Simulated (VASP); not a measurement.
All values below come from PBEsol GGA, VASP's PBE PAW potentials (set 64) (plane waves; VASP).

A VASP calculation is set up with these files.

File KPOINTS:
```
Regular mesh
0
Gamma
  8 8 5
```

### POSCAR
```
ZnS
1.0
  1.9100000000  -3.3082170000   0.0000000000
  1.9100000000   3.3082170000   0.0000000000
  0.0000000000   0.0000000000   6.2600000000
Zn S
2 2
direct
  0.6666670000   0.3333330000   0.5000000000
  0.3333330000   0.6666670000   0.0000000000
  0.6666670000   0.3333330000   0.8750000000
  0.3333330000   0.6666670000   0.3750000000
```

**INCAR**
```
! general
SYSTEM =ZnS
PREC   =Accurate
ENCUT  =300   ! plane-wave cut-off (eV)
LREAL  =F
LASPH  =T   ! aspherical one-centre terms

! electronic loop
EDIFF  =1E-6
NELM   =100
ALGO   =Normal
LMAXMIX=4

! smearing
ISMEAR =-1   ! Fermi-Dirac
SIGMA  =0.05

! functional
GGA    =PS   ! PBEsol

! ions
IBRION =2   ! conjugate gradients
NSW    =50   ! most ionic steps
ISIF   =3   ! ions, shape and volume
EDIFFG =-0.01   ! ionic stop

! output
LWAVE  =F
LCHARG =F
```

POTCAR, in this order: Zn S (PBE.64 set). Program: vasp_std.

At this cut-off the stress carries a Pulay error, which pulls relaxed volumes low. Energy and stress use the plane-wave basis of the starting cell.

Problem. Predict the energy per atom (σ→0), volume per atom.

Solution. 
```yaml
energy per atom (σ→0): -3.790 eV/atom
volume_per_atom: 19.23 Å³/atom
```

File OSZICAR:
```
...
   6 F= -.15160307E+02 E0= -.15160307E+02  d E =-.412096E-04
       N       E                     dE             d eps       ncg     rms          rms(c)
DAV:   1    -0.151603845504E+02   -0.77082E-04   -0.38333E-03  1356   0.559E-01    0.545E-02
DAV:   2    -0.151603446817E+02    0.39869E-04   -0.24384E-04  1706   0.275E-01    0.262E-02
DAV:   3    -0.151603342098E+02    0.10472E-04   -0.18841E-05  1518   0.431E-02    0.123E-02
DAV:   4    -0.151603314375E+02    0.27724E-05   -0.48172E-06  1554   0.223E-02    0.395E-03
DAV:   5    -0.151603314650E+02   -0.27575E-07   -0.11882E-06   708   0.174E-02
   7 F= -.15160331E+02 E0= -.15160331E+02  d E =-.247242E-04
```

The structure is a typed ZnS crystal (P6_3mc). This run relaxes it. Symmetry was kept, so distortions that lower it aren't found. The run is one of a series of settings (EDIFFG = -0.01, IBRION = 2, ISIF = 3, NSW = 50 against the base run), some of them coarse on purpose.
